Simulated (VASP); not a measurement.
VASP ran on this input.

### POSCAR
```
Na
1
   -1.8594877125     1.8594877125     1.8594877125
    1.8594877125    -1.8594877125     1.8594877125
    1.8594877125     1.8594877125    -1.8594877125
Na
1
Direct
  0.0000000000   0.0000000000   0.0000000000
```

### KPOINTS
```
Automatic mesh
0
Gamma
14 14 14
0 0 0
```

**INCAR**
```
SYSTEM = Na
ISMEAR = 1   ! Methfessel-Paxton
GGA = PS
NSW = 40   ! most ionic steps
IBRION = 2
ISIF = 3   ! ions, shape and volume
LASPH = .True.   ! aspherical one-centre terms
LCHARG = .False.
NELM = 100   ! most electronic steps
ENCUT = 500   ! plane-wave cut-off (eV)
ALGO = Normal   ! blocked Davidson
LWAVE = .False.
PREC = Accurate
EDIFF = 1E-6
SIGMA = 0.1
LREAL = .False.   ! projection in real space or not
PSTRESS = 100   ! kbar
EDIFFG = -0.02
```

POTCAR, in this order: Na_pv (PBE.64 set). Program: vasp_std.

**Question.** Translate this PBEsol calculation to Quantum ESPRESSO's pw.x.

**Answer.** One equivalent input (not run):
```
&CONTROL
  calculation = 'vc-relax'
  pseudo_dir = './pseudo'
  outdir = './out'
  tprnfor = .true.
  tstress = .true.
  nstep = 40
  forc_conv_thr = 0.00078
/
&SYSTEM
  ibrav = 0
  nat = 1
  ntyp = 1
  ecutwfc = 88
  occupations = 'smearing'
  smearing = 'methfessel-paxton'
  degauss = 0.00735
  input_dft = 'pbesol'
/
&ELECTRONS
  conv_thr = 7.3e-08
  electron_maxstep = 100
/
&IONS
/
&CELL
  press = 100
/
ATOMIC_SPECIES
  Na 22.990 Na.upf
CELL_PARAMETERS angstrom
    -1.8594877    1.8594877    1.8594877
     1.8594877   -1.8594877    1.8594877
     1.8594877    1.8594877   -1.8594877
ATOMIC_POSITIONS crystal
  Na   0.0000000  0.0000000  0.0000000
K_POINTS automatic
  14 14 14 0 0 0
```
What does not carry over: the potentials are each code's own (VASP's PAW set, PseudoDojo norm-conserving files in pw.x), so ENCUT and ecutwfc are chosen apart and not converted; conv_thr bounds pw.x's estimated SCF error, while EDIFF bounds the energy change between steps; forc_conv_thr acts on force components and is met together with etot_conv_thr.

The compound is Na in the bcc structure. This run relaxes it under an external pressure of 10 GPa. Symmetry was kept, so distortions that lower it aren't found.
